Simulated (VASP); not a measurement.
All values below come from PBE GGA, VASP's PBE PAW potentials (set 64) (plane waves; VASP 6.6.1).

VASP ran on this input.

File POSCAR:
```
Re
1
    1.4415717372    -2.4968753710     0.0000000000
    1.4415717372     2.4968753710     0.0000000000
    0.0000000000     0.0000000000     4.4856314381
Re
2
Direct
  0.3333330000   0.6666670000   0.2500000000
  0.6666670000   0.3333330000   0.7500000000
```

INCAR:
```
PREC  =  Accurate
GGA  =  PE   # PBE
ISMEAR  =  1
EDIFF  =  1E-7   # SCF stop (eV)
LWAVE  =  .FALSE.
SIGMA  =  0.1   # width (eV)
NELM  =  100   # most electronic steps
SYSTEM  =  Re
LCHARG  =  .FALSE.
ENCUT  =  480   # plane-wave cut-off (eV)
ISIF  =  2   # forces and stress, cell fixed
ALGO  =  Normal
LMAXMIX  =  6   # l cut-off of mixed one-centre charges
LREAL  =  .FALSE.
LASPH  =  .TRUE.   # aspherical one-centre terms
```

File KPOINTS:
```
Automatic
0
Gamma
14 14 8
0 0 0
```

POTCAR, in this order: Re (PBE.64 set). Program: vasp_std.

Output of the run:

File OUTCAR:
```
 ion  position               nearest neighbor table
   1  0.333  0.667  0.250-   2 2.79   2 2.79   2 2.79   2 2.79   2 2.79   2 2.79
   2  0.667  0.333  0.750-   1 2.79   1 2.79   1 2.79   1 2.79   1 2.79   1 2.79
  LATTYP: Found a hexagonal cell.
 ALAT       =     2.8831433700
 C/A-ratio  =     1.5558128274
 Subroutine PRICEL returns:
 Original cell was already a primitive cell.
 Subroutine GETGRP returns: Found 24 space group operations
The static configuration has the point symmetry D_3d.
 The point group associated with its full space group is D_6h.
The dynamic configuration has the point symmetry D_3d.
 Subroutine INISYM returns: Found 24 space group operations
 Subroutine IBZKPT returns following result:
 Found    120 irreducible k-points:

 Following reciprocal coordinates:
            Coordinates               Weight
  0.000000  0.000000  0.000000      1.000000
  0.071429  0.000000  0.000000      6.000000
  0.142857  0.000000  0.000000      6.000000
  0.214286  0.000000  0.000000      6.000000
  0.285714  0.000000  0.000000      6.000000
  0.357143  0.000000  0.000000      6.000000
  0.428571  0.000000  0.000000      6.000000
  0.500000  0.000000  0.000000      3.000000
  0.071429  0.071429  0.000000      6.000000
  0.142857  0.071429  0.000000     12.000000
  0.214286  0.071429  0.000000     12.000000
  0.285714  0.071429  0.000000     12.000000
  0.357143  0.071429  0.000000     12.000000
  0.428571  0.071429  0.000000     12.000000
  0.142857  0.142857  0.000000      6.000000
  0.214286  0.142857  0.000000     12.000000
  0.285714  0.142857  0.000000     12.000000
  0.357143  0.142857  0.000000     12.000000
  0.428571  0.142857  0.000000      6.000000
  0.214286  0.214286  0.000000      6.000000
  0.285714  0.214286  0.000000     12.000000
  0.357143  0.214286  0.000000     12.000000
...
```

OSZICAR:
```
       N       E                     dE             d eps       ncg     rms          rms(c)
DAV:   1     0.252636177223E+02    0.25264E+02   -0.66294E+03  4868   0.148E+03
DAV:   2    -0.204121008178E+02   -0.45676E+02   -0.39393E+02  4264   0.317E+02
DAV:   3    -0.258514936418E+02   -0.54394E+01   -0.44877E+01  4643   0.201E+02
DAV:   4    -0.261759061304E+02   -0.32441E+00   -0.28946E+00  4873   0.236E+01
DAV:   5    -0.261895263947E+02   -0.13620E-01   -0.12518E-01  4723   0.309E+00    0.358E+01
DAV:   6    -0.249786516460E+02    0.12109E+01   -0.14707E+00  4954   0.375E+01    0.126E+01
DAV:   7    -0.246381988215E+02    0.34045E+00   -0.78075E-01  5089   0.262E+01    0.103E+00
DAV:   8    -0.246224143062E+02    0.15785E-01   -0.18413E-02  5211   0.248E+00    0.396E-01
DAV:   9    -0.246219666060E+02    0.44770E-03   -0.40547E-04  5002   0.175E-01    0.434E-02
DAV:  10    -0.246219858108E+02   -0.19205E-04   -0.43184E-05  4718   0.805E-02    0.826E-03
DAV:  11    -0.246219856251E+02    0.18577E-06   -0.84470E-07  3900   0.166E-02    0.318E-03
DAV:  12    -0.246219851718E+02    0.45328E-06   -0.61022E-08  2428   0.633E-03    0.161E-03
DAV:  13    -0.246219851244E+02    0.47400E-07   -0.26295E-08  2356   0.716E-03
   1 F= -.24621985E+02 E0= -.24622014E+02  d E =0.865458E-04
```

### OUTCAR
```
------------------------ aborting loop because EDIFF is reached ----------------------------------------
  FORCE on cell =-STRESS in cart. coord.  units (eV):
  Direction    XX          YY          ZZ          XY          YZ          ZX
  --------------------------------------------------------------------------------------
  Total       -5.6368854     -5.6368848     -3.1158175     -0.0000000     -0.0000000      0.0000000
  in kB     -279.6810748   -279.6810478   -154.5951563     -0.0000000     -0.0000000      0.0000000
  external PRESSURE =    -237.9857596 kB  Pullay stress =       0.0000000 kB
  volume of cell :       32.29
      direct lattice vectors                 reciprocal lattice vectors
     1.441571737 -2.496875371  0.000000000     0.346843648 -0.200250283  0.000000000
     1.441571737  2.496875371  0.000000000     0.346843648  0.200250283  0.000000000
     0.000000000  0.000000000  4.485631438     0.000000000  0.000000000  0.222934054
 POSITION                                       TOTAL-FORCE (eV/Angst)
 -----------------------------------------------------------------------------------
      1.44157      0.83229      1.12141        -0.000000     -0.000000      0.000000
      1.44157     -0.83229      3.36422         0.000000      0.000000      0.000000
 -----------------------------------------------------------------------------------
    total drift:                                0.000000      0.000017     -0.000016
  FREE ENERGIE OF THE ION-ELECTRON SYSTEM (eV)
  ---------------------------------------------------
  free  energy   TOTEN  =       -24.6219851244 eV

  energy  without entropy=      -24.6220716702  energy(sigma->0) =      -24.62201397
```
(Selected blocks of OUTCAR.)

### OUTCAR
```
 val. band max:        6.7405701249   @ k =   0.3571   0.2857   0.2500

 cond. band min:       6.7455436584   @ k =   0.1429   0.1429   0.3750


 Fermi energy:         6.7422501440

 k-point     1 :       0.0000    0.0000    0.0000
  band No.  band energies     occupation
      1      -2.4445      2.00000
      2       0.8761      2.00000
      3       5.3574      2.00000
      4       5.3574      2.00000
      5       5.8222      2.00000
      6       6.1704      2.00000
      7       6.1704      2.00000
      8       6.6600      1.99109
      9       6.6600      1.99097
     10       7.6438     -0.00000
     11       9.7281      0.00000

 k-point     2 :       0.0714    0.0000    0.0000
  band No.  band energies     occupation
      1      -2.2621      2.00000
      2       1.0392      2.00000
      3       5.0162      2.00000
      4       5.5190      2.00000
      5       6.0368      2.00000
      6       6.1278      2.00000
      7       6.3200      2.00000
      8       6.3987      2.00001
      9       6.5264      2.00928
     10       7.0820     -0.00002
     11       9.8260      0.00000

 k-point     3 :       0.1429    0.0000    0.0000
  band No.  band energies     occupation
      1      -1.7368      2.00000
      2       1.4758      2.00000
      3       4.4876      2.00000
      4       5.4286      2.00000
      5       5.7454      2.00000
      6       5.9940      2.00000
      7       6.1957      2.00000
      8       6.6037      2.06455
      9       6.6842      1.82242
     10       6.7573      0.74904
     11      10.0544      0.00000

 k-point     4 :       0.2143    0.0000    0.0000
  band No.  band energies     occupation
      1      -0.9409      2.00000
      2       1.9697      2.00000
      3       4.0858      2.00000
      4       4.3606      2.00000
      5       5.4566      2.00000
      6       5.7928      2.00000
      7       6.4171      2.00004
      8       6.7502      0.86659
      9       7.2289     -0.00000
...
```

Unless said otherwise, spin-orbit coupling is left out, though it shifts the bands of the heavy elements here.

The compound is Re in the hcp structure. This cell was strained or had an atom moved on purpose.
